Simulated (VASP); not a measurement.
```yaml
crystal:
  lattice:
    - [4.05830, 0.00000, 0.00000]
    - [0.00000, 4.05830, 0.00000]
    - [0.00000, 0.00000, 8.82874]
  atoms:
    - { symbol: Sr, position: [0.00000, 0.50000, 0.66139] }
    - { symbol: Sr, position: [0.50000, 0.00000, 0.33861] }
    - { symbol: Cu, position: [0.50000, 0.50000, 0.00000] }
    - { symbol: Cu, position: [0.00000, 0.00000, 0.00000] }
    - { symbol: Se, position: [0.50000, 0.00000, 0.83157] }
    - { symbol: Se, position: [0.00000, 0.50000, 0.16843] }
    - { symbol: F, position: [0.00000, 0.00000, 0.50000] }
    - { symbol: F, position: [0.50000, 0.50000, 0.50000] }
```

Computed with r2SCAN meta-GGA, VASP's PBE PAW potentials (set 64) (plane waves; VASP 6.6.1). Run with 520 eV cut-off, 6×6×3 Γ-centred mesh, tetrahedra with Blöchl corrections, potentials Sr_sv Cu Se F.

Q: Predict the energy per atom (σ→0), band gap (over mesh and band path) with the smallest direct gap where there is one.

A: 
| Quantity | Result |
|---|---|
| band gap (over mesh and band path) | 1.76 eV |
| smallest direct gap (over mesh and band path) | 1.76 eV |
| energy per atom (σ→0) | -13.095 eV/atom |

Total energies compare only between runs with the same potentials, cut-off and functional.

The structure comes from a computed database's SrCuSeF entry (P4/nmm); how it stands against other phases isn't given here. It was relaxed first.
